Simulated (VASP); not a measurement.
Data:

```xyz
2
Lattice="0.0000 2.2418 2.2418 2.2418 0.0000 2.2418 2.2418 2.2418 0.0000" Properties=species:S:1:pos:R:3 pbc="T T T"
Hf     0.0000     0.0000     0.0000
C      2.2418     2.2418     2.2418
```

All values below come from LDA (Ceperley-Alder, Perdew-Zunger), VASP's LDA PAW potentials (set 64) (plane waves; VASP). Numerical set-up: 520 eV cut-off, 14×14×14 Γ-centred mesh, first-order Methfessel-Paxton smearing of 0.10 eV, potentials Hf_pv C.

Unless said otherwise, spin-orbit coupling is left out, though it shifts the bands of the heavy elements here.

Problem. Predict the energy per atom (σ→0), pressure, band gap (on the k-mesh) with the smallest direct gap where there is one.

Solution. 
- band gap (on the k-mesh): none (metal, semimetal or under 0.01 eV)
- energy per atom (σ→0): -11.408 eV/atom
- pressure: 185.2 kbar

Total energies compare only between runs with the same potentials, cut-off and functional.

The compound is HfC in the rock salt structure. This cell is one point of a volume scan, at 0.94 of the reference volume.
